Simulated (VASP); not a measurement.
Set up this calculation in VASP 6.6.1, as the native input.

- Task: single point
- Functional: r2SCAN
- Potentials or basis: VASP PAW PBE potentials, release 64 (V_sv)
- Cutoff: 520 eV
- k mesh: 20 × 20 × 20
- Occupations: gaussian, width 0.1 eV
- Spin: no spin polarisation
- Further INCAR settings: ALGO = Normal; EDIFF = 1e-06; NBANDS = 12

The structure of V lies in POSCAR:

```
V
1.0
   -1.4796800000      1.4796800000      1.4796800000
    1.4796800000     -1.4796800000      1.4796800000
    1.4796800000      1.4796800000     -1.4796800000
V
1
Direct
    1.0000000000      0.0000000000      1.0000000000
```

These files were run (other wordings do the same):

INCAR

```
ALGO = Normal
EDIFF = 1E-6
ENCUT = 520
ISIF = 2
ISMEAR = 0
LASPH = True
LCHARG = True
LELF = True
LMIXTAU = True
LREAL = False
LVHAR = True
LWAVE = False
METAGGA = R2SCAN
NBANDS = 12
NELM = 80
PREC = Accurate
SIGMA = 0.1
```

KPOINTS

```
k-points
0
Gamma
  20 20 20
```

Potentials or basis: VASP PAW PBE potentials, release 64 (V_sv).

Run with:

```bash
$ cat potpaw_PBE.64/V_sv/POTCAR > POTCAR
$ mpirun -np 1 vasp_std > vasp.out
```

It gave:

```json
{
  "Pressure": "5.5 GPa",
  "Band gap on the k mesh": "none (metal or under the smearing width)"
}
```

Caveat: the PAW data sets were made with another functional, which shifts forces and pressure a little.

Wall time 99 s on 1 thread of Intel(R) Xeon(R) Platinum 8488C (Sapphire Rapids) (shared host), peak memory 0.15 GiB.
